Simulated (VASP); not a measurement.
Computed with PBEsol GGA, VASP's PBE PAW potentials (set 64) (plane waves; VASP 6.6.1).

VASP input:

POSCAR:
```
FeGe
1.0
  4.6022940615   0.0000000000   0.0000000000
  0.0000000000   4.6022940615   0.0000000000
  0.0000000000   0.0000000000   4.6022940615
Fe Ge
4 4
Direct
  0.8637350183   0.6362649817   0.3637350183
  0.3637350183   0.8637350183   0.6362649817
  0.1362649817   0.1362649817   0.1362649817
  0.6362649817   0.3637350183   0.8637350183
  0.1580411994   0.3419588006   0.6580411994
  0.6580411994   0.1580411994   0.3419588006
  0.8419588006   0.8419588006   0.8419588006
  0.3419588006   0.6580411994   0.1580411994
```

**INCAR**
```
ALGO=Normal
EDIFF=1E-6
EDIFFG=-0.02
ENCUT=500
GGA=PS
IBRION=2
ISIF=3
ISMEAR=1
ISPIN=2
LASPH=.TRUE.
LCHARG=.FALSE.
LMAXMIX=4
LORBIT=10
LREAL=.FALSE.
LWAVE=.FALSE.
MAGMOM=1.1 1.1 1.1 1.1 -0.1 -0.1 -0.1 -0.1
NELM=100
NSW=40
PREC=Accurate
SIGMA=0.1
SYSTEM=FeGe
```

KPOINTS:
```
kpoints
0
Gamma
 7 7 7
0 0 0
```

POTCAR, in this order: Fe Ge_d (PBE.64 set). Program: vasp_std.

Task: What will the output report for the number of irreducible k-points (NKPTS), largest plane-wave count, number of space-group operations, FFT grid (NGX, NGY, NGZ)?

Result: 
```yaml
number of irreducible k-points (NKPTS): 24
largest_plane_wave_count: 2517
number_of_space_group_operations: 12
FFT grid (NGX, NGY, NGZ): 36 × 36 × 36
```

The compound is FeGe in the B20 structure. This run relaxes it. Symmetry was kept, so distortions that lower it aren't found.
